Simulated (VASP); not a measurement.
All values below come from rev-vdW-DF2, VASP's PBE PAW potentials (set 64) (plane waves; VASP 6.6.1).

VASP ran on this input.

File KPOINTS:
```
K-points
0
G
14 14 14
```

**POSCAR**
```
In
1.0
 -1.6250000000   1.6250000000   2.4750000000
  1.6250000000  -1.6250000000   2.4750000000
  1.6250000000   1.6250000000  -2.4750000000
In
1
direct
  0.0000000000   0.0000000000   0.0000000000
```

INCAR:
```
# general
SYSTEM    =  In
PREC      =  Accurate
ENCUT     =  520
LREAL     =  F
LASPH     =  T   # aspherical one-centre terms

# electronic loop
EDIFF     =  1E-6   # SCF stop (eV)
NELM      =  100
ALGO      =  Normal
LMAXMIX   =  4   # l cut-off of mixed one-centre charges

# smearing
ISMEAR    =  1   # Methfessel-Paxton
SIGMA     =  0.1

# functional
GGA       =  MK
LUSE_VDW  =  T
AGGAC     =  0.0
PARAM1    =  0.1234568
PARAM2    =  0.7114
ZAB_VDW   =  -1.8867

# ions
IBRION    =  2   # conjugate gradients
NSW       =  60   # most ionic steps
ISIF      =  3   # ions, shape and volume
EDIFFG    =  -0.01

# output
LWAVE     =  F
LCHARG    =  F
```

POTCAR, in this order: In_d (PBE.64 set). Program: vasp_std.

The resulting files:

OSZICAR:
```
       N       E                     dE             d eps       ncg     rms          rms(c)
DAV:   1     0.739030010484E+02    0.73903E+02   -0.65843E+03  4932   0.164E+03
DAV:   2     0.292946353373E+01   -0.70974E+02   -0.70024E+02  4976   0.290E+02
DAV:   3     0.252607878638E+00   -0.26769E+01   -0.26695E+01  5606   0.646E+01
DAV:   4     0.191155871516E+00   -0.61452E-01   -0.61433E-01  6302   0.995E+00
DAV:   5     0.188736333449E+00   -0.24195E-02   -0.24194E-02  5912   0.158E+00    0.209E+00
DAV:   6     0.215145391030E+00    0.26409E-01   -0.51044E-02  5600   0.499E+00    0.102E+00
DAV:   7     0.220287832267E+00    0.51424E-02   -0.14439E-02  6036   0.243E+00    0.258E-01
DAV:   8     0.220715220966E+00    0.42739E-03   -0.75732E-04  5552   0.559E-01    0.304E-02
DAV:   9     0.220711411132E+00   -0.38098E-05   -0.14812E-05  6906   0.616E-02    0.168E-02
DAV:  10     0.220709288019E+00   -0.21231E-05   -0.25109E-06  5222   0.166E-02    0.170E-03
DAV:  11     0.220709256863E+00   -0.31156E-07   -0.39908E-08  2834   0.292E-03
   1 F= 0.22070926E+00 E0= 0.22074912E+00  d E =0.220709E+00
       N       E                     dE             d eps       ncg     rms          rms(c)
DAV:   1     0.147023004192E+00   -0.73686E-01   -0.18914E+00  5486   0.327E+01    0.154E+00
DAV:   2     0.209550104342E+00    0.62527E-01   -0.13879E-01  5444   0.865E+00    0.571E-01
DAV:   3     0.218425808888E+00    0.88757E-02   -0.31799E-02  6516   0.401E+00    0.162E-01
DAV:   4     0.218798310437E+00    0.37250E-03   -0.74711E-04  5304   0.353E-01    0.729E-02
DAV:   5     0.218879227365E+00    0.80917E-04   -0.13218E-04  5206   0.113E-01    0.264E-02
DAV:   6     0.218875935577E+00   -0.32918E-05   -0.15018E-05  6000   0.384E-02    0.503E-03
DAV:   7     0.218876004796E+00    0.69219E-07   -0.49571E-07  2940   0.133E-02
   2 F= 0.21887600E+00 E0= 0.21893307E+00  d E =-.183325E-02
       N       E                     dE             d eps       ncg     rms          rms(c)
DAV:   1     0.218396208250E+00   -0.47973E-03   -0.11940E-02  5504   0.253E+00    0.127E-01
DAV:   2     0.218802255351E+00    0.40605E-03   -0.92761E-04  5446   0.711E-01    0.452E-02
DAV:   3     0.218857988412E+00    0.55733E-04   -0.19260E-04  6490   0.313E-01    0.150E-02
DAV:   4     0.218861625252E+00    0.36368E-05   -0.48641E-06  5218   0.265E-02    0.610E-03
DAV:   5     0.218862620240E+00    0.99499E-06   -0.61590E-07  3290   0.836E-03
   3 F= 0.21886262E+00 E0= 0.21892186E+00  d E =-.184664E-02
       N       E                     dE             d eps       ncg     rms          rms(c)
DAV:   1     0.217031785971E+00   -0.18298E-02   -0.47902E-02  5496   0.508E+00    0.253E-01
DAV:   2     0.218657068597E+00    0.16253E-02   -0.36949E-03  5438   0.142E+00    0.902E-02
DAV:   3     0.218878774126E+00    0.22171E-03   -0.77438E-04  6482   0.626E-01    0.296E-02
DAV:   4     0.218890696254E+00    0.11922E-04   -0.19249E-05  5222   0.530E-02    0.123E-02
DAV:   5     0.218893389408E+00    0.26932E-05   -0.29514E-06  5236   0.169E-02    0.471E-03
DAV:   6     0.218893687148E+00    0.29774E-06   -0.32465E-07  2632   0.647E-03
   4 F= 0.21889369E+00 E0= 0.21895762E+00  d E =-.181557E-02
       N       E                     dE             d eps       ncg     rms          rms(c)
DAV:   1     0.217534470115E+00   -0.13589E-02   -0.33854E-02  5484   0.423E+00    0.216E-01
DAV:   2     0.218703864018E+00    0.11694E-02   -0.26663E-03  5434   0.121E+00    0.759E-02
DAV:   3     0.218858411845E+00    0.15455E-03   -0.53947E-04  6504   0.524E-01    0.262E-02
DAV:   4     0.218863402692E+00    0.49908E-05   -0.14055E-05  5194   0.442E-02    0.102E-02
DAV:   5     0.218863079477E+00   -0.32322E-06   -0.19006E-06  5134   0.136E-02
   5 F= 0.21886308E+00 E0= 0.21892310E+00  d E =-.184618E-02
       N       E                     dE             d eps       ncg     rms          rms(c)
DAV:   1     0.218473920644E+00   -0.38948E-03   -0.11892E-02  5494   0.123E+00    0.967E-02
DAV:   2     0.218677831400E+00    0.20391E-03   -0.27994E-04  7088   0.392E-01    0.628E-02
DAV:   3     0.218797423144E+00    0.11959E-03   -0.12642E-04  6120   0.343E-01    0.119E-02
DAV:   4     0.218795747854E+00   -0.16753E-05   -0.18794E-05  5526   0.466E-02    0.158E-02
DAV:   5     0.218795659105E+00   -0.88749E-07   -0.58344E-07  2564   0.138E-02
   6 F= 0.21879566E+00 E0= 0.21886642E+00  d E =-.674204E-04
       N       E                     dE             d eps       ncg     rms          rms(c)
DAV:   1     0.215762999303E+00   -0.30327E-02   -0.10689E-01  5488   0.367E+00    0.290E-01
DAV:   2     0.217614284472E+00    0.18513E-02   -0.25001E-03  7074   0.114E+00    0.188E-01
DAV:   3     0.218695792692E+00    0.10815E-02   -0.11506E-03  6030   0.101E+00    0.361E-02
DAV:   4     0.218681340860E+00   -0.14452E-04   -0.17148E-04  5488   0.142E-01    0.477E-02
DAV:   5     0.218680815155E+00   -0.52571E-06   -0.72986E-06  6286   0.433E-02
   7 F= 0.21868082E+00 E0= 0.21877509E+00  d E =-.182264E-03
       N       E                     dE             d eps       ncg     rms          rms(c)
DAV:   1     0.207080669236E+00   -0.11601E-01   -0.42735E-01  5508   0.736E+00    0.581E-01
DAV:   2     0.214510410211E+00    0.74297E-02   -0.99222E-03  6984   0.213E+00    0.376E-01
DAV:   3     0.218826353585E+00    0.43159E-02   -0.47091E-03  6112   0.195E+00    0.729E-02
DAV:   4     0.218773780405E+00   -0.52573E-04   -0.65269E-04  5490   0.279E-01    0.951E-02
DAV:   5     0.218771735277E+00   -0.20451E-05   -0.34028E-05  6904   0.984E-02    0.159E-02
DAV:   6     0.218772974759E+00    0.12395E-05   -0.17259E-06  3372   0.369E-02    0.371E-03
DAV:   7     0.218773035709E+00    0.60950E-07   -0.93963E-07  2588   0.167E-02
   8 F= 0.21877304E+00 E0= 0.21879062E+00  d E =-.900438E-04
       N       E                     dE             d eps       ncg     rms          rms(c)
DAV:   1     0.215178730996E+00   -0.35942E-02   -0.12957E-01  5528   0.412E+00    0.319E-01
DAV:   2     0.217405190047E+00    0.22265E-02   -0.29424E-03  7124   0.124E+00    0.206E-01
DAV:   3     0.218692583501E+00    0.12874E-02   -0.13918E-03  6238   0.111E+00    0.400E-02
DAV:   4     0.218677792190E+00   -0.14791E-04   -0.20249E-04  5550   0.158E-01    0.508E-02
DAV:   5     0.218677869881E+00    0.77692E-07   -0.11341E-05  6688   0.591E-02    0.934E-03
DAV:   6     0.218678127276E+00    0.25739E-06   -0.64741E-07  2604   0.213E-02
   9 F= 0.21867813E+00 E0= 0.21874936E+00  d E =-.184952E-03
       N       E                     dE             d eps       ncg     rms          rms(c)
DAV:   1     0.218374000366E+00   -0.30387E-03   -0.10822E-02  5516   0.118E+00    0.925E-02
DAV:   2     0.218561378820E+00    0.18738E-03   -0.24826E-04  7096   0.370E-01    0.595E-02
DAV:   3     0.218670537136E+00    0.10916E-03   -0.11659E-04  6214   0.325E-01    0.116E-02
DAV:   4     0.218669327454E+00   -0.12097E-05   -0.17124E-05  5476   0.455E-02    0.148E-02
DAV:   5     0.218669421590E+00    0.94137E-07   -0.68181E-07  2548   0.159E-02
  10 F= 0.21866942E+00 E0= 0.21875310E+00  d E =-.193658E-03
       N       E                     dE             d eps       ncg     rms          rms(c)
DAV:   1     0.218423784950E+00   -0.24554E-03   -0.90147E-03  5526   0.108E+00    0.845E-02
DAV:   2     0.218580236476E+00    0.15645E-03   -0.20696E-04  7100   0.339E-01    0.543E-02
DAV:   3     0.218671447049E+00    0.91211E-04   -0.97154E-05  6194   0.298E-01    0.106E-02
DAV:   4     0.218670438954E+00   -0.10081E-05   -0.14330E-05  5446   0.415E-02    0.135E-02
DAV:   5     0.218670524820E+00    0.85866E-07   -0.56674E-07  2532   0.145E-02
  11 F= 0.21867052E+00 E0= 0.21876192E+00  d E =-.192555E-03
```

**OUTCAR**
```
------------------------ aborting loop because EDIFF is reached ----------------------------------------
  FORCE on cell =-STRESS in cart. coord.  units (eV):
  Direction    XX          YY          ZZ          XY          YZ          ZX
  --------------------------------------------------------------------------------------
  Total        0.0058162      0.0058162      0.0072086      0.0000000     -0.0000000      0.0000000
  in kB        0.3485282      0.3485282      0.4319664      0.0000000     -0.0000000      0.0000000
  external PRESSURE =       0.3763409 kB  Pullay stress =       0.0000000 kB
  volume of cell :       26.74
      direct lattice vectors                 reciprocal lattice vectors
    -1.628825386  1.628825386  2.519429033     0.000000000  0.306969675  0.198457664
     1.628825386 -1.628825386  2.519429033     0.306969675  0.000000000  0.198457664
     1.628825386  1.628825386 -2.519429033     0.306969675  0.306969675  0.000000000
 POSITION                                       TOTAL-FORCE (eV/Angst)
 -----------------------------------------------------------------------------------
     -0.00000      0.00000      0.00000         0.000000     -0.000000      0.000000
 -----------------------------------------------------------------------------------
    total drift:                               -0.000000     -0.000000     -0.000000
  FREE ENERGIE OF THE ION-ELECTRON SYSTEM (eV)
  ---------------------------------------------------
  free  energy   TOTEN  =         0.2186705248 eV

  energy  without entropy=        0.2189447030  energy(sigma->0) =        0.21876192

 reached required accuracy - stopping structural energy minimisation
```
(Selected blocks of OUTCAR.)

### CONTCAR
```
In
   1.00000000000000
    -1.6288253858651935    1.6288253858651935    2.5194290330193341
     1.6288253858651935   -1.6288253858651935    2.5194290330193341
     1.6288253858651935    1.6288253858651935   -2.5194290330193341
  In
     1
Direct
     0.0000000000000000    0.0000000000000000    0.0000000000000000
```

Energy and stress use the plane-wave basis of the starting cell.

The compound is In in the bct structure. This run relaxes it. Symmetry was kept, so distortions that lower it aren't found.
